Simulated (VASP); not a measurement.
Data:

```yaml
crystal:
  lattice:
    - [5.87311, 0.00000, 0.00000]
    - [0.00000, 5.87311, 0.00000]
    - [0.00000, 0.00000, 5.87311]
  atoms:
    - { symbol: Cs, position: [0.00000, 0.00000, 0.00000] }
    - { symbol: Pb, position: [0.50000, 0.50000, 0.50000] }
    - { symbol: Br, position: [0.50000, 0.00000, 0.50000] }
    - { symbol: Br, position: [0.00000, 0.50000, 0.50000] }
    - { symbol: Br, position: [0.50000, 0.50000, 0.00000] }
```

These are PBEsol GGA with spin-orbit coupling, VASP's PBE PAW potentials (set 64) (plane waves; VASP) values and carry that method's errors. Numerical set-up: 400 eV cut-off, 4×4×4 Γ-centred mesh, Gaussian smearing of 0.050 eV, potentials Cs_sv Pb_d Br.

Problem. Give the energies of bands 37 to 50 at the high-symmetry points, in eV from the valence-band maximum.

Solution. 
```csv
band,Γ,X,M,R
37,-2.28,-2.27,-2.38,-1.92
38,-2.28,-2.27,-2.38,-1.92
39,-2.06,-2.21,-2.22,-1.61
40,-2.06,-2.21,-2.22,-1.61
41,-1.92,-2.07,-1.72,-1.61
42,-1.92,-2.07,-1.72,-1.61
43,-1.92,-1.44,-0.70,0.00
44,-1.92,-1.44,-0.70,0.00
45,2.83,2.24,1.29,0.36
46,2.83,2.24,1.29,0.36
47,3.97,4.29,2.45,1.82
48,3.97,4.29,2.45,1.82
49,3.97,4.90,4.80,1.82
50,3.97,4.91,4.82,1.82
```

The gap is direct, 0.36 eV, from the valence maximum at R to the conduction minimum at R.

The compound is CsPbBr3 in the cubic perovskite structure, the ideal cubic form; the compound distorts at low or room temperature. It was relaxed first.
